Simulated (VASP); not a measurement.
**The (1 1 1) face of Li (space group 229): relaxation and electronic structure**

Wanted: how the (1 1 1) face of Li (space group 229) relaxes, and what it costs to take an electron out.

Method: LDA; plane waves and PAW (Li), in VASP 6.6.1.

## (1) The structure

The cell holds 12 atoms: 12 Li. Its edges and angles: a = 4.963 Å, b = 4.963 Å, c = 24.144 Å, α = 90.0°, β = 90.0°, γ = 60.0°. It derives from Li (Lithium). Vacuum lies along c.

## (2) Surface relaxation

The free atoms relax, while those held by selective dynamics keep their cut positions.

Contents of INCAR:

```
SYSTEM = Li
PREC = Normal
ENCUT = 300
EDIFF = 1E-05
NELM = 120
ISMEAR = 0
SIGMA = 0.05
LREAL = .FALSE.
ALGO = Fast
GGA = CA
NBANDS = 18
LORBIT = 11
LWAVE = .FALSE.
LCHARG = .FALSE.
KPAR = 4
IBRION = 2
NSW = 40
ISIF = 2
EDIFFG = -0.03
POTIM = 0.4
MAXMIX = 40
IDIPOL = 3
LDIPOL = .TRUE.
DIPOL = 0.5 0.5 0.5
```

Contents of POSCAR:

```
Li
1.0
    4.9628996544      0.0000000000      0.0000000000
    2.4814498272      4.2979971772      0.0000000000
    0.0000000000      0.0000000000     24.1435241482
Li
12
Selective dynamics
Direct
    0.0000000000      0.0000000000      0.7307766690  T T T
    0.3333333330      0.3333333330      0.6888172740  T T T
    0.6666666670      0.6666666670      0.6468578800  T T T
    0.0000000000      0.0000000000      0.6048984860  T T T
    0.3333333330      0.3333333330      0.5629390910  F F F
    0.6666666670      0.6666666670      0.5209796970  F F F
    0.0000000000      0.0000000000      0.4790203030  F F F
    0.3333333330      0.3333333330      0.4370609090  F F F
    0.6666666670      0.6666666670      0.3951015140  T T T
    0.0000000000      0.0000000000      0.3531421200  T T T
    0.3333333330      0.3333333330      0.3111827260  T T T
    0.6666666670      0.6666666670      0.2692233310  T T T
```

Contents of KPOINTS:

```
Automatic mesh
0
Gamma
6 6 1
0 0 0
```

Potentials, in the order of the species: Li (LDA family, release 64).

Launch:

```bash
mpirun -np 4 vasp_std
```

Output:

```text
[banner, memory and clock lines left out]
running    4 mpi-ranks, on    1 nodes
 distrk:  each k-point on    1 cores,    4 groups
 distr:  one band on    1 cores,    1 groups

 POSCAR found type information on POSCAR Li
 POSCAR found :  1 types and      12 ions
 LDA part: xc-table for (Slater(with rela. corr.)+CA(PZ))
 , standard interpolation
 POSCAR, INCAR and KPOINTS ok, starting setup
 FFT: planning ... GRIDC
 FFT: planning ... GRID_SOFT
 FFT: planning ... GRID
 WAVECAR not read
 entering main loop
       N       E                     dE             d eps       ncg     rms          rms(c)
DAV:   1    -0.100501934959E+02   -0.10050E+02   -0.19297E+03   252   0.256E+02
DAV:   2    -0.241520088047E+02   -0.14102E+02   -0.12773E+02   352   0.402E+01
DAV:   3    -0.251129205919E+02   -0.96091E+00   -0.94263E+00   324   0.101E+01
DAV:   4    -0.251603013224E+02   -0.47381E-01   -0.47359E-01   388   0.250E+00
DAV:   5    -0.251612819047E+02   -0.98058E-03   -0.98057E-03   362   0.320E-01    0.224E+00
RMM:   6    -0.233230207323E+02    0.18383E+01   -0.71379E-01   255   0.144E+00    0.173E+00
RMM:   7    -0.229243878018E+02    0.39863E+00   -0.19110E-01   255   0.855E-01    0.722E-01
RMM:   8    -0.227576928139E+02    0.16669E+00   -0.25200E-01   253   0.887E-01    0.425E-01
RMM:   9    -0.227524234271E+02    0.52694E-02   -0.28911E-02   258   0.472E-01    0.185E-01
RMM:  10    -0.227355353104E+02    0.16888E-01   -0.44310E-02   252   0.435E-01    0.207E-01
RMM:  11    -0.227320650407E+02    0.34703E-02   -0.63189E-03   254   0.239E-01    0.589E-02
RMM:  12    -0.227336946040E+02   -0.16296E-02   -0.27441E-03   252   0.158E-01    0.504E-02
RMM:  13    -0.227335859693E+02    0.10863E-03   -0.12228E-03   257   0.947E-02    0.229E-02
RMM:  14    -0.227335845487E+02    0.14206E-05   -0.37390E-04   264   0.543E-02    0.119E-02
RMM:  15    -0.227343919494E+02   -0.80740E-03   -0.25868E-04   252   0.338E-02    0.779E-03
RMM:  16    -0.227345090416E+02   -0.11709E-03   -0.43034E-05   224   0.192E-02    0.424E-03
RMM:  17    -0.227346167100E+02   -0.10767E-03   -0.29373E-05   225   0.124E-02    0.286E-03
RMM:  18    -0.227346279617E+02   -0.11252E-04   -0.60613E-06   196   0.734E-03    0.570E-04
RMM:  19    -0.227346301866E+02   -0.22249E-05   -0.14508E-06   167   0.423E-03
   1 F= -.22734630E+02 E0= -.22732487E+02  d E =-.227346E+02
 curvature:   0.00 expect dE= 0.000E+00 dE for cont linesearch  0.000E+00
 trial: gam= 0.00000 g(F)=  0.514E-02 g(S)=  0.000E+00 ort = 0.000E+00 (trialstep = 0.100E+01)
 search vector abs. value=  0.514E-02
 bond charge predicted
       N       E                     dE             d eps       ncg     rms          rms(c)
DAV:   1    -0.227397035203E+02   -0.50756E-02   -0.46149E-03   360   0.226E-01    0.155E-02
RMM:   2    -0.227396812896E+02    0.22231E-04   -0.15166E-04   252   0.457E-02    0.509E-03
RMM:   3    -0.227396798430E+02    0.14466E-05   -0.34709E-05   249   0.230E-02
   2 F= -.22739680E+02 E0= -.22737531E+02  d E =-.504966E-02
[...]
3 F= -.22753774E+02 E0= -.22751614E+02  d E =-.191438E-01
[...]
4 F= -.22777015E+02 E0= -.22774849E+02  d E =-.423845E-01
[...]
5 F= -.22801957E+02 E0= -.22799877E+02  d E =-.673270E-01
[...]
6 F= -.22803327E+02 E0= -.22801288E+02  d E =-.686963E-01
[...]
7 F= -.22805136E+02 E0= -.22803078E+02  d E =-.180905E-02
 ZBRENT: can't locate minimum, use default step
 trial-energy change:   -0.001809  1 .order   -0.001801   -0.002028   -0.001575
 step:  23.7653(harm= 26.6162)  dis= 0.05320  next Energy=   -22.807868 (dE=-0.454E-02)
 bond charge predicted
       N       E                     dE             d eps       ncg     rms          rms(c)
DAV:   1    -0.228083512642E+02   -0.32226E-02   -0.11057E-01   252   0.115E+00    0.620E-02
RMM:   2    -0.228078069609E+02    0.54430E-03   -0.31846E-03   257   0.222E-01    0.104E-02
RMM:   3    -0.228078852548E+02   -0.78294E-04   -0.71697E-04   266   0.110E-01    0.103E-02
RMM:   4    -0.228079001194E+02   -0.14865E-04   -0.10471E-04   256   0.425E-02    0.124E-02
RMM:   5    -0.228079091609E+02   -0.90414E-05   -0.13488E-05   205   0.150E-02
   8 F= -.22807909E+02 E0= -.22805776E+02  d E =-.458264E-02
 curvature: -14.12 expect dE=-0.143E-02 dE for cont linesearch -0.766E-04
 trial: gam= 0.14332 g(F)=  0.101E-03 g(S)=  0.000E+00 ort = 0.448E-04 (trialstep = 0.951E+01)
 search vector abs. value=  0.122E-03
 reached required accuracy - stopping structural energy minimisation
```

Wall time 20 s (4 MPI ranks of AMD EPYC 7R43, shared host); peak memory 0.7 GiB; 77 s of CPU time.

The logs omit lines about the potential files and the build; timing stands in the text.

OUTCAR, selected parts (step 2):

```text
ion  position               nearest neighbor table
   1  0.000  0.000  0.731-   4 3.04   2 3.04   2 3.04   2 3.04
   2  0.333  0.333  0.689-   3 3.04   3 3.04   5 3.04   1 3.04   3 3.04   1 3.04   1 3.04
   3  0.667  0.667  0.647-   4 3.04   2 3.04   2 3.04   4 3.04   4 3.04   6 3.04   2 3.04
   4  0.000  0.000  0.605-   3 3.04   3 3.04   3 3.04   1 3.04   7 3.04   5 3.04   5 3.04   5 3.04

  LATTYP: Found a hexagonal cell.
 ALAT       =     4.9628996544
 C/A-ratio  =     4.8648019967

 Subroutine GETGRP returns: Found 12 space group operations
 (whereof  6 operations were pure point group operations)

The static configuration has the point symmetry C_3v.
 The point group associated with its full space group is D_3d.

 Found      7 irreducible k-points:

   k-points           NKPTS =      7   k-points in BZ     NKDIM =      7   number of bands    NBANDS=     18

   dimension x,y,z NGX =    24 NGY =   24 NGZ =  108
   dimension x,y,z NGXF=    48 NGYF=   48 NGZF=  216

   ENCUT  =  300.0 eV  22.05 Ry    4.70 a.u.   7.01  7.01 34.10*2*pi/ulx,y,z

   NELECT =      12.0000    total number of electrons

 k-points in reciprocal lattice and weights: Automatic mesh
   0.00000000  0.00000000  0.00000000       0.028
   0.16666667 -0.00000000  0.00000000       0.167
   0.33333333 -0.00000000  0.00000000       0.167
   0.50000000 -0.00000000  0.00000000       0.083
   0.33333333  0.16666667  0.00000000       0.167
   0.50000000  0.16666667  0.00000000       0.333
  -0.33333333  0.33333333  0.00000000       0.056

 dipolmoment           0.000000      0.000000     -0.000000 electrons x Angstroem

 average (electrostatic) potential at core
       1 -34.2598       2 -33.5595       3 -33.3424       4 -33.1557       5 -33.2867
       6 -33.2573       7 -33.2573       8 -33.2867       9 -33.1557      10 -33.3424
      11 -33.5595      12 -34.2598

 E-fermi :  -1.2182

 k-point     1 :       0.0000    0.0000    0.0000
  band No.  band energies     occupation
      1      -4.5408      2.00000
      2      -4.1582      2.00000
      3      -3.3936      2.00000
      4      -2.4672      2.00000
      5      -1.5086      2.00000
      6      -0.4297      0.00000
      7       0.5258      0.00000
      8       1.0564      0.00000
      9       1.0564      0.00000
     10       1.1771      0.00000
    ...

 k-point     2 :       0.1667   -0.0000    0.0000
  band No.  band energies     occupation
      1      -4.3719      2.00000
      2      -3.9899      2.00000
      3      -3.2231      2.00000
      4      -2.2913      2.00000
      5      -1.3388      1.99936
      6      -0.4058      0.00000
      7      -0.2844      0.00000
      8      -0.0159      0.00000
      9       0.0199      0.00000
     10       0.4543      0.00000
    ...

 k-point     3 :       0.3333   -0.0000    0.0000
  band No.  band energies     occupation
    ...
      2      -3.4847      2.00000
      3      -2.7140      2.00000
      4      -1.8561      2.00000
      5      -1.7640      2.00000
      6      -1.4640      2.00000
      7      -0.9177      0.00000
      8      -0.6623      0.00000
      9      -0.6422      0.00000
     10      -0.2028      0.00000
     11       0.1426      0.00000
    ...

  Total       -3.1000608     -3.1000608     -0.8460923      0.0000000     -0.0000000     -0.0000000
  in kB       -9.6444733     -9.6444733     -2.6322434      0.0000000     -0.0000000     -0.0000000
  external PRESSURE =      -7.3070634 kB  Pullay stress =       0.0000000 kB

  energy-cutoff  :      300.00
  volume of cell :      514.99
      direct lattice vectors                 reciprocal lattice vectors
     4.962899654  0.000000000  0.000000000     0.201495108 -0.116333255  0.000000000
     2.481449827  4.297997177  0.000000000     0.000000000  0.232666509  0.000000000
     0.000000000  0.000000000 24.143524148     0.000000000  0.000000000  0.041418974

 POSITION                                       TOTAL-FORCE (eV/Angst)
 -----------------------------------------------------------------------------------
      2.48145      4.29800     17.53137        -0.000000     -0.000000     -0.028297
      2.48145      1.43267     16.38815         0.000000      0.000000      0.008607
      4.96290      2.86533     15.69672        -0.000000      0.000000     -0.020930
      0.00000      0.00000     14.61472         0.000000      0.000000     -0.001216
      2.48145      1.43267     13.59133         0.000000     -0.000000     -0.160688
      4.96290      2.86533     12.57829        -0.000000     -0.000000      0.050232
      0.00000      0.00000     11.56524         0.000000      0.000000     -0.050232
      2.48145      1.43267     10.55219        -0.000000      0.000000      0.160688
      4.96290      2.86533      9.52881        -0.000000     -0.000000      0.001216
      2.48145      4.29800      8.44680         0.000000      0.000000      0.020930
      2.48145      1.43267      7.75537        -0.000000     -0.000000     -0.008607
      4.96290      2.86533      6.61215         0.000000      0.000000      0.028297
 -----------------------------------------------------------------------------------
    total drift:                               -0.000000     -0.000000     -0.000000

  FREE ENERGIE OF THE ION-ELECTRON SYSTEM (eV)
  ---------------------------------------------------
  free  energy   TOTEN  =       -22.8079091609 eV

  energy  without entropy=      -22.8036430788  energy(sigma->0) =      -22.80577612

 reached required accuracy - stopping structural energy minimisation

 vacuum level on the upper side and lower side of the slab         1.558         1.558

 total charge
# of ion       s       p       d       tot
------------------------------------------
    1        0.110   0.057   0.000   0.167
    2        0.120   0.099   0.000   0.219
    3        0.109   0.105   0.000   0.214
    4        0.107   0.117   0.000   0.225
    5        0.112   0.108   0.000   0.220
    6        0.106   0.108   0.000   0.214
    7        0.106   0.108   0.000   0.214
    8        0.112   0.108   0.000   0.220
    9        0.107   0.117   0.000   0.225
   10        0.109   0.105   0.000   0.214
   11        0.120   0.099   0.000   0.219
   12        0.110   0.057   0.000   0.167
--------------------------------------------------
tot          1.329   1.191   0.000   2.520

[... 3 further parts left out ...]
```

CONTCAR:

```
Li
   1.00000000000000
     4.9628996544000001    0.0000000000000000    0.0000000000000000
     2.4814498272000001    4.2979971772000001    0.0000000000000000
     0.0000000000000000    0.0000000000000000   24.1435241482000009
  Li
    12
Selective dynamics
Direct
     0.0000000000000000    1.0000000000000000    0.7261314575490800   T   T   T
     0.3333333329999988    0.3333333329999988    0.6787803714608647   T   T   T
     0.6666666670000012    0.6666666670000012    0.6501421222944833   T   T   T
     0.0000000000000000    0.0000000000000000    0.6053265134313461   T   T   T
     0.3333333329999988    0.3333333329999988    0.5629390909999969   F   F   F
     0.6666666670000012    0.6666666670000012    0.5209796970000014   F   F   F
     0.0000000000000000    0.0000000000000000    0.4790203029999986   F   F   F
     0.3333333329999988    0.3333333329999988    0.4370609090000031   F   F   F
     0.6666666670000012    0.6666666670000012    0.3946734865686537   T   T   T
     0.0000000000000000    1.0000000000000000    0.3498578777055165   T   T   T
     0.3333333329999988    0.3333333329999988    0.3212196285391353   T   T   T
     0.6666666670000012    0.6666666670000012    0.2738685424509200   T   T   T
```

The run keeps the 12 symmetry operations of its start, so it cannot find a distortion of lower symmetry.

Step by step:

| step | energy less that of the first step (eV) | largest force (eV/Å) |
| --- | --- | --- |
| 1 | 0.0000 | 0.2214 |
| 2 | -0.0051 | 0.2139 |
| 3 | -0.0191 | 0.1925 |
| 4 | -0.0424 | 0.1468 |
| 5 | -0.0673 | 0.0423 |
| 6 | -0.0687 | 0.0632 |
| 7 | -0.0705 | 0.0471 |
| 8 | -0.0733 | 0.0283 |

The atoms that moved most (Å):

| atom | dx | dy | dz | length |
| --- | --- | --- | --- | --- |
| Li2 | 0.000 | 0.000 | -0.242 | 0.242 |
| Li11 | 0.000 | 0.000 | 0.242 | 0.242 |
| Li12 | 0.000 | 0.000 | 0.112 | 0.112 |
| Li1 | 0.000 | 0.000 | -0.112 | 0.112 |
| Li3 | 0.000 | 0.000 | 0.079 | 0.079 |
| Li10 | 0.000 | 0.000 | -0.079 | 0.079 |
| Li9 | 0.000 | 0.000 | -0.010 | 0.010 |
| Li4 | 0.000 | 0.000 | 0.010 | 0.010 |

Final coordinates:

```xyz
12
Lattice="4.9629 0.0000 0.0000 2.4814 4.2980 0.0000 0.0000 0.0000 24.1435" Properties=species:S:1:pos:R:3
Li    0.0000    0.0000   17.5314
Li    2.4814    1.4327   16.3882
Li    4.9629    2.8653   15.6967
Li    0.0000    0.0000   14.6147
Li    2.4814    1.4327   13.5913
Li    4.9629    2.8653   12.5783
Li    0.0000    0.0000   11.5652
Li    2.4814    1.4327   10.5522
Li    4.9629    2.8653    9.5288
Li    0.0000    0.0000    8.4468
Li    2.4814    1.4327    7.7554
Li    4.9629    2.8653    6.6122
```

Numbers from this step:

| Item | Value |
| --- | --- |
| electronic cycles | 48 |
| electrons | 12 |
| free energy (TOTEN) | -22.81 eV |
| energy at zero smearing | -22.81 eV |
| Fermi energy | -1.218 eV |
| labelled metallic, from the levels on this mesh | yes |
| dipole moment | 0, 0, 0 e·Å |

The run ended after 8 ionic steps, 0.073 eV below its first step, once the forces on the free atoms met EDIFFG = -0.03.

Only the dipole across the slab is computed (IDIPOL = 3); zeros along the plane are no results.

(Continued in part 2 of 3.)

[Lines on the potential files, build, host, timing and source positions are cut from VASP's logs without a mark.]

[Logs are printed without paths, hosts, clocks, repeated set-up lines and the standing remarks that a program may print on its own settings, such as how far it seeks lower states.]

[Hosts, paths, dates, database ids (printed as entryN), source tags and the programs' standing remarks are cut or masked in the printed files.]

[In band tables of VASP the shares of atoms and orbitals are scaled to a sum of 1 inside the atoms' spheres.]

[Runs that stopped without an error message from VASP are left out.]
